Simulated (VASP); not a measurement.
Method: PBE GGA, VASP's PBE PAW potentials (set 64) (plane waves; VASP 6.6.1).

VASP ran on this input.

### POSCAR
```
BAs
1
    0.0000000000     2.4378000000     2.4378000000
    2.4378000000     0.0000000000     2.4378000000
    2.4378000000     2.4378000000     0.0000000000
B As
1 1
Direct
  0.0000000000   0.0000000000   0.0000000000
  0.2500000000   0.2500000000   0.2500000000
```

KPOINTS:
```
Automatic mesh
0
Monkhorst-Pack
8 8 8
0 0 0
```

### INCAR
```
! general
SYSTEM  = BAs
PREC    = Accurate
ENCUT   = 520   ! plane-wave cut-off (eV)
LREAL   = F   ! projection in real space or not
LASPH   = T

! electronic loop
EDIFF   = 1E-6   ! SCF stop (eV)
NELM    = 100   ! most electronic steps
ALGO    = Normal   ! blocked Davidson
LMAXMIX = 4   ! l cut-off of mixed one-centre charges

! smearing
ISMEAR  = 0   ! Gaussian
SIGMA   = 0.05   ! width (eV)

! functional
GGA     = PE

! ions
ISIF    = 2   ! forces and stress, cell fixed

! output
LWAVE   = F
LCHARG  = F
```

POTCAR, in this order: B As (PBE.64 set). Program: vasp_std.

The resulting files:

File OSZICAR:
```
       N       E                     dE             d eps       ncg     rms          rms(c)
DAV:   1     0.134684779343E+02    0.13468E+02   -0.38885E+03   960   0.877E+02
DAV:   2    -0.115797141367E+02   -0.25048E+02   -0.23954E+02  1496   0.105E+02
DAV:   3    -0.119257155180E+02   -0.34600E+00   -0.34600E+00  1072   0.169E+01
DAV:   4    -0.119263026344E+02   -0.58712E-03   -0.58712E-03  1416   0.741E-01
DAV:   5    -0.119263028692E+02   -0.23475E-06   -0.23475E-06  1048   0.109E-02    0.452E+00
DAV:   6    -0.114501573143E+02    0.47615E+00   -0.16241E+00  1008   0.638E+00    0.224E+00
DAV:   7    -0.114047963418E+02    0.45361E-01   -0.15973E-01  1400   0.246E+00    0.913E-01
DAV:   8    -0.113987923113E+02    0.60040E-02   -0.20460E-02  1040   0.995E-01    0.105E-01
DAV:   9    -0.113990984645E+02   -0.30615E-03   -0.62861E-04  1232   0.194E-01    0.580E-02
DAV:  10    -0.113992869794E+02   -0.18851E-03   -0.30282E-04  1128   0.127E-01    0.155E-02
DAV:  11    -0.113992930278E+02   -0.60485E-05   -0.12941E-05  1496   0.273E-02    0.119E-02
DAV:  12    -0.113992928524E+02    0.17549E-06   -0.25452E-06   984   0.113E-02
   1 F= -.11399293E+02 E0= -.11399293E+02  d E =-.128224E-11
```

**OUTCAR**
```
------------------------ aborting loop because EDIFF is reached ----------------------------------------
  FORCE on cell =-STRESS in cart. coord.  units (eV):
  Direction    XX          YY          ZZ          XY          YZ          ZX
  --------------------------------------------------------------------------------------
  Total       -0.8088678     -0.8088678     -0.8088678     -0.0000000     -0.0000000     -0.0000000
  in kB      -44.7263993    -44.7263993    -44.7263993     -0.0000000     -0.0000000     -0.0000000
  external PRESSURE =     -44.7263993 kB  Pullay stress =       0.0000000 kB
  volume of cell :       28.98
      direct lattice vectors                 reciprocal lattice vectors
     0.000000000  2.437800000  2.437800000    -0.205102962  0.205102962  0.205102962
     2.437800000  0.000000000  2.437800000     0.205102962 -0.205102962  0.205102962
     2.437800000  2.437800000  0.000000000     0.205102962  0.205102962 -0.205102962
  FREE ENERGIE OF THE ION-ELECTRON SYSTEM (eV)
  ---------------------------------------------------
  free  energy   TOTEN  =       -11.3992928524 eV

  energy  without entropy=      -11.3992928523  energy(sigma->0) =      -11.39929285
```
(Selected blocks of OUTCAR.)

The compound is BAs in the zinc blende structure. The cell was not relaxed at this level. The run is one of a series of settings (KPOINTS 8×8×8 Monkhorst-Pack mesh against the base run), some of them coarse on purpose.
